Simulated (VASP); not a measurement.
Input:

```
TiN
1.0
    0.00000     2.13638     2.13638
    2.13638     0.00000     2.13638
    2.13638     2.13638     0.00000
Ti N
1 1
Direct
  0.00000   0.00000   0.00000
  0.50000   0.50000   0.50000
```

These are rev-vdW-DF2, VASP's PBE PAW potentials (set 64) (plane waves; VASP) values and carry that method's errors. Numerical set-up: 520 eV cut-off, 15×15×15 Γ-centred mesh, first-order Methfessel-Paxton smearing of 0.10 eV, potentials Ti_sv N.

Task: Give the stress tensor in GPa (positive for a compressed cell).

Result: 
```
-8.02   0.00   0.00
 0.00  -8.02   0.00
 0.00   0.00  -8.02
```
The pressure is its mean diagonal, -8.02 GPa.

The compound is TiN in the rock salt structure. This cell is one point of a volume scan, at 1.03 of the reference volume. The electron count is odd and the run is not spin-polarised, which forces a metal.
